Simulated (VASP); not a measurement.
```yaml
crystal:
  lattice:
    - [0.00000, 2.75807, 2.75807]
    - [2.75807, 0.00000, 2.75807]
    - [2.75807, 2.75807, 0.00000]
  atoms:
    - { symbol: Ca, position: [0.00000, 0.00000, 0.00000] }
    - { symbol: F, position: [0.25000, 0.25000, 0.25000] }
    - { symbol: F, position: [0.75000, 0.75000, 0.75000] }
```

Calculation: PBE GGA, VASP's PBE PAW potentials (set 64) (plane waves; VASP). Settings: 520 eV cut-off, Gaussian smearing of 0.050 eV, potentials Ca_sv F.

Q: Estimate the band gap (along the path) with the smallest direct gap where there is one.

A: 
The band gap (along the path) is 7.10 eV and the smallest direct gap (along the path) is 7.35 eV.

Total energies compare only between runs with the same potentials, cut-off and functional.

The compound is CaF2 in the fluorite structure. It was relaxed first.
